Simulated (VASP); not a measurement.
Computed with RPBE GGA, VASP's PBE PAW potentials (set 64) (plane waves; VASP 6.6.1).

The input files of a VASP run:

### KPOINTS
```
Automatic
0
gamma
8 8 8
0 0 0
```

### INCAR
```
# general
SYSTEM  = TiO2
PREC    = Accurate
ENCUT   = 520
LREAL   = .FALSE.
LASPH   = .TRUE.

# electronic loop
EDIFF   = 1E-7
NELM    = 100
ALGO    = Normal
LMAXMIX = 4

# smearing
ISMEAR  = 0
SIGMA   = 0.05

# functional
GGA     = RP

# ions
IBRION  = 2
NSW     = 30
ISIF    = 4
EDIFFG  = -0.01

# output
LWAVE   = .FALSE.
LCHARG  = .FALSE.
```

**POSCAR**
```
TiO2
1.0
 -1.9309750243   1.9309750243   4.9614361187
  1.9309750243  -1.9309750243   4.9614361187
  1.9309750243   1.9309750243  -4.9614361187
Ti O
2 4
Cartesian
  0.0000000000   1.9309750243   2.4807180594
  0.0000000000   0.0000000000   0.0000000000
 -0.0000000000   1.9309750243   0.4403935061
  0.0000000000  -0.0000000000   7.8825476842
  0.0000000000  -0.0000000000   2.0403245532
  0.0000000000   1.9309750243   4.5210426126
```

POTCAR, in this order: Ti_sv O (PBE.64 set). Program: vasp_std.

The run wrote:

**OSZICAR**
```
       N       E                     dE             d eps       ncg     rms          rms(c)
DAV:   1     0.681298240926E+03    0.68130E+03   -0.24922E+04  3304   0.196E+03
DAV:   2     0.545780709137E+02   -0.62672E+03   -0.60670E+03  3608   0.570E+02
DAV:   3    -0.638238101876E+02   -0.11840E+03   -0.11571E+03  5044   0.217E+02
DAV:   4    -0.691623351159E+02   -0.53385E+01   -0.53331E+01  4656   0.498E+01
DAV:   5    -0.694049997041E+02   -0.24266E+00   -0.24260E+00  4724   0.830E+00    0.303E+01
DAV:   6    -0.522032427517E+02    0.17202E+02   -0.12949E+02  4392   0.101E+02    0.127E+01
DAV:   7    -0.516054604363E+02    0.59778E+00   -0.21794E+01  4332   0.352E+01    0.724E+00
DAV:   8    -0.515900266064E+02    0.15434E-01   -0.51494E+00  4228   0.199E+01    0.405E+00
DAV:   9    -0.514380744636E+02    0.15195E+00   -0.14445E+00  4520   0.979E+00    0.105E+00
DAV:  10    -0.514559832330E+02   -0.17909E-01   -0.94671E-02  3780   0.251E+00    0.265E-01
DAV:  11    -0.514550579019E+02    0.92533E-03   -0.62734E-03  4512   0.553E-01    0.106E-01
DAV:  12    -0.514553714679E+02   -0.31357E-03   -0.11932E-03  3868   0.226E-01    0.586E-02
DAV:  13    -0.514553639821E+02    0.74858E-05   -0.28583E-04  4696   0.116E-01    0.126E-02
DAV:  14    -0.514553758179E+02   -0.11836E-04   -0.42343E-05  3736   0.428E-02    0.108E-02
DAV:  15    -0.514553755302E+02    0.28770E-06   -0.95266E-06  4556   0.194E-02    0.363E-03
DAV:  16    -0.514553754086E+02    0.12164E-06   -0.12439E-06  4668   0.995E-03    0.232E-03
DAV:  17    -0.514553752356E+02    0.17301E-06   -0.11013E-06  4156   0.755E-03    0.758E-04
DAV:  18    -0.514553752494E+02   -0.13774E-07   -0.36878E-08  2228   0.185E-03
   1 F= -.51455375E+02 E0= -.51455375E+02  d E =-.514554E+02
       N       E                     dE             d eps       ncg     rms          rms(c)
DAV:   1    -0.514574991772E+02   -0.21239E-02   -0.11945E+00  3320   0.735E+00    0.251E-01
DAV:   2    -0.514585885636E+02   -0.10894E-02   -0.22476E-02  3768   0.114E+00    0.161E-01
DAV:   3    -0.514580112043E+02    0.57736E-03   -0.97945E-04  3984   0.301E-01    0.667E-02
DAV:   4    -0.514579611102E+02    0.50094E-04   -0.44748E-04  4144   0.173E-01    0.195E-02
DAV:   5    -0.514579615537E+02   -0.44347E-06   -0.56397E-05  3732   0.606E-02    0.116E-02
DAV:   6    -0.514579612311E+02    0.32260E-06   -0.40658E-06  4148   0.180E-02    0.360E-03
DAV:   7    -0.514579613488E+02   -0.11774E-06   -0.11515E-06  3348   0.970E-03    0.984E-04
DAV:   8    -0.514579614162E+02   -0.67381E-07   -0.22334E-07  3024   0.381E-03
   2 F= -.51457961E+02 E0= -.51457961E+02  d E =-.258617E-02
       N       E                     dE             d eps       ncg     rms          rms(c)
DAV:   1    -0.514580433081E+02   -0.81959E-04   -0.76800E-02  3328   0.186E+00    0.641E-02
DAV:   2    -0.514581140259E+02   -0.70718E-04   -0.14498E-03  3776   0.291E-01    0.412E-02
DAV:   3    -0.514580775418E+02    0.36484E-04   -0.66059E-05  4068   0.779E-02    0.185E-02
DAV:   4    -0.514580733641E+02    0.41777E-05   -0.32018E-05  4496   0.473E-02    0.534E-03
DAV:   5    -0.514580733969E+02   -0.32786E-07   -0.42198E-06  3808   0.164E-02    0.294E-03
DAV:   6    -0.514580733999E+02   -0.30168E-08   -0.24572E-07  2936   0.452E-03
   3 F= -.51458073E+02 E0= -.51458073E+02  d E =-.269815E-02
       N       E                     dE             d eps       ncg     rms          rms(c)
DAV:   1    -0.514597922258E+02   -0.17188E-02   -0.23074E-01  3304   0.431E+00    0.275E-01
DAV:   2    -0.514594227279E+02    0.36950E-03   -0.96474E-03  3624   0.820E-01    0.157E-01
DAV:   3    -0.514589225551E+02    0.50017E-03   -0.11448E-03  4012   0.330E-01    0.218E-02
DAV:   4    -0.514589309349E+02   -0.83798E-05   -0.18331E-04  4188   0.120E-01    0.152E-02
DAV:   5    -0.514589292332E+02    0.17016E-05   -0.15234E-05  4468   0.331E-02    0.634E-03
DAV:   6    -0.514589296184E+02   -0.38515E-06   -0.16863E-06  3684   0.130E-02    0.134E-03
DAV:   7    -0.514589296761E+02   -0.57687E-07   -0.27601E-07  3124   0.401E-03
   4 F= -.51458930E+02 E0= -.51458930E+02  d E =-.856276E-03
       N       E                     dE             d eps       ncg     rms          rms(c)
DAV:   1    -0.514676847947E+02   -0.87552E-02   -0.20718E+00  3304   0.129E+01    0.821E-01
DAV:   2    -0.514643754243E+02    0.33094E-02   -0.86592E-02  3608   0.243E+00    0.472E-01
DAV:   3    -0.514599690516E+02    0.44064E-02   -0.10860E-02  4032   0.100E+00    0.872E-02
DAV:   4    -0.514599727552E+02   -0.37036E-05   -0.20055E-03  4228   0.391E-01    0.452E-02
DAV:   5    -0.514599641191E+02    0.86361E-05   -0.12431E-04  4340   0.973E-02    0.191E-02
DAV:   6    -0.514599696290E+02   -0.55099E-05   -0.17361E-05  3964   0.394E-02    0.419E-03
DAV:   7    -0.514599705299E+02   -0.90090E-06   -0.24866E-06  4264   0.119E-02    0.206E-03
DAV:   8    -0.514599706490E+02   -0.11911E-06   -0.22777E-07  2960   0.389E-03    0.564E-04
DAV:   9    -0.514599706747E+02   -0.25670E-07   -0.33586E-08  2044   0.168E-03
   5 F= -.51459971E+02 E0= -.51459971E+02  d E =-.189727E-02
```

File OUTCAR:
```
------------------------ aborting loop because EDIFF is reached ----------------------------------------
  FORCE on cell =-STRESS in cart. coord.  units (eV):
  Direction    XX          YY          ZZ          XY          YZ          ZX
  --------------------------------------------------------------------------------------
  Total       -2.0974986     -2.0974986     -2.0971645      0.0000000      0.0000000      0.0000000
  in kB      -45.4141888    -45.4141888    -45.4069548      0.0000000      0.0000000      0.0000000
  external PRESSURE =     -45.4117775 kB  Pullay stress =       0.0000000 kB
  volume of cell :       74.00
      direct lattice vectors                 reciprocal lattice vectors
    -1.924493047  1.924493047  4.994914104     0.000000000  0.259808681  0.100101821
     1.924493047 -1.924493047  4.994914104     0.259808681  0.000000000  0.100101821
     1.924493047  1.924493047 -4.994914104     0.259808681  0.259808681  0.000000000
 POSITION                                       TOTAL-FORCE (eV/Angst)
 -----------------------------------------------------------------------------------
      0.00000      1.92449      2.49746        -0.000000     -0.000000      0.000000
      0.00000      0.00000     -0.00000        -0.000000     -0.000000      0.000000
      0.00000      1.92449      0.46204         0.000000     -0.000000     -0.003373
      0.00000      0.00000      7.95442        -0.000000      0.000000     -0.003373
      0.00000      0.00000      2.03541        -0.000000      0.000000      0.003373
      0.00000      1.92449      4.53287         0.000000     -0.000000      0.003373
 -----------------------------------------------------------------------------------
    total drift:                               -0.000000     -0.000000      0.000000
  FREE ENERGIE OF THE ION-ELECTRON SYSTEM (eV)
  ---------------------------------------------------
  free  energy   TOTEN  =       -51.4599706747 eV

  energy  without entropy=      -51.4599706747  energy(sigma->0) =      -51.45997067

 reached required accuracy - stopping structural energy minimisation
```
(Selected blocks of OUTCAR.)

CONTCAR:
```
TiO2
   1.00000000000000
    -1.9244930471741808    1.9244930471741808    4.9949141041414045
     1.9244930471741808   -1.9244930471741808    4.9949141041414045
     1.9244930471741808    1.9244930471741808   -4.9949141041414045
  Ti              O
     2     4
Direct
     0.7500000000000000    0.2500000000000000    0.5000000000000000
     0.0000000000000000    0.0000000000000000    0.0000000000000000
     0.5462514573941716    0.0462514573941716    0.5000000000000000
     0.7962514573941716    0.7962514573941716    0.0000000000000000
     0.2037485426058284    0.2037485426058284    0.0000000000000000
     0.9537485426058284    0.4537485426058284    0.5000000000000000
```

The compound is TiO2 in the anatase structure, one of several forms; rutile is the usual stable one. This cell is one point of a volume scan, at 1.03 of the reference volume. Symmetry was kept, so distortions that lower it aren't found.
